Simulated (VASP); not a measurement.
Calculation: PBE GGA, VASP's PBE PAW potentials (set 64) (plane waves; VASP).

VASP input:

File KPOINTS:
```
Automatic mesh
0
Gamma
4 4 4
0 0 0
```

POSCAR:
```
CsCl
1
    4.1159370000     0.0000000000     0.0000000000
    0.0000000000     4.1159370000     0.0000000000
    0.0000000000     0.0000000000     4.1159370000
Cs Cl
1 1
Direct
  0.0000000000   0.0000000000   0.0000000000
  0.5000000000   0.5000000000   0.5000000000
```

### INCAR
```
SYSTEM = CsCl
PREC = Accurate
ENCUT = 300
EDIFF = 1E-6
NELM = 100
ALGO = Normal
LREAL = .FALSE.
LASPH = .TRUE.
ISMEAR = -1
SIGMA = 0.01
GGA = PE
LMAXMIX = 4
LWAVE = .FALSE.
LCHARG = .FALSE.
ISIF = 2
```

POTCAR, in this order: Cs_sv Cl (PBE.64 set). Program: vasp_std.

Unless said otherwise, spin-orbit coupling is left out, though it shifts the bands of the heavy elements here.

### Question
Predict the energy per atom (σ→0), band gap (on the k-mesh).

### Answer

The energy per atom (σ→0) comes out as -314.7 kJ/mol-atom. The band gap (on the k-mesh) comes out as 5.28 eV.

**OSZICAR**
```
...
DAV:   6    -0.656637410932E+01    0.36986E+00   -0.64644E-01   264   0.459E+00    0.185E+00
DAV:   7    -0.652234702458E+01    0.44027E-01   -0.21147E-01   324   0.255E+00    0.109E+00
DAV:   8    -0.652328356748E+01   -0.93654E-03   -0.14360E-02   264   0.918E-01    0.133E-01
DAV:   9    -0.652356323379E+01   -0.27967E-03   -0.35923E-03   308   0.379E-01    0.114E-01
DAV:  10    -0.652370414565E+01   -0.14091E-03   -0.27229E-04   276   0.137E-01    0.186E-02
DAV:  11    -0.652371992044E+01   -0.15775E-04   -0.36692E-05   292   0.421E-02    0.557E-03
DAV:  12    -0.652371956928E+01    0.35116E-06   -0.88694E-06   280   0.187E-02
   1 F= -.65237196E+01 E0= -.65237196E+01  d E =-.839005E-11
```

The structure comes from a computed database's CsCl entry; how it stands against other phases isn't given here. The cell was not relaxed at this level.
